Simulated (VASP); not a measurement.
Computed with PBEsol GGA, VASP's PBE PAW potentials (set 64) (plane waves; VASP).

A VASP calculation is set up with these files.

**KPOINTS**
```
Automatic mesh
0
Gamma
14 14 14
0 0 0
```

### INCAR
```
SYSTEM=TiC
PREC=Accurate; ENCUT=600; LREAL=.FALSE.
LASPH=.TRUE.
EDIFF=1E-7; NELM=100; ALGO=Normal
LMAXMIX=4
ISMEAR=1; SIGMA=0.1
GGA=PS
ISIF=2
LWAVE=.FALSE.; LCHARG=.FALSE.
```

POSCAR:
```
TiC
1
    0.0000000000     2.1475313647     2.1475313647
    2.1475313647     0.0000000000     2.1475313647
    2.1475313647     2.1475313647     0.0000000000
Ti C
1 1
Direct
  0.0000000000   0.0000000000   0.0000000000
  0.5000000000   0.5000000000   0.5000000000
```

POTCAR, in this order: Ti_sv C (PBE.64 set). Program: vasp_std.

Problem. What does the run give for the energy per atom (σ→0), band gap (on the k-mesh)?

Solution. 
```
Property                                                     Value
------------------------  ----------------------------------------
energy per atom (σ→0)                               -9.901 eV/atom
band gap (on the k-mesh)  none (metal, semimetal or under 0.01 eV)
```

### OSZICAR
```
...
DAV:   9    -0.198072463833E+02   -0.67790E-02   -0.80792E-02  2908   0.316E+00    0.910E-01
DAV:  10    -0.198027988083E+02    0.44476E-02   -0.17951E-02  3016   0.214E+00    0.385E-01
DAV:  11    -0.198023430890E+02    0.45572E-03   -0.34749E-03  2872   0.783E-01    0.836E-02
DAV:  12    -0.198022562758E+02    0.86813E-04   -0.34979E-04  2720   0.313E-01    0.261E-02
DAV:  13    -0.198022408816E+02    0.15394E-04   -0.34105E-05  3552   0.910E-02    0.491E-03
DAV:  14    -0.198022407006E+02    0.18093E-06   -0.91236E-07  2908   0.116E-02    0.178E-03
DAV:  15    -0.198022406806E+02    0.19981E-07   -0.33812E-07  2676   0.425E-03
   1 F= -.19802241E+02 E0= -.19802257E+02  d E =0.481968E-04
```

The compound is TiC in the rock salt structure. It was relaxed first.
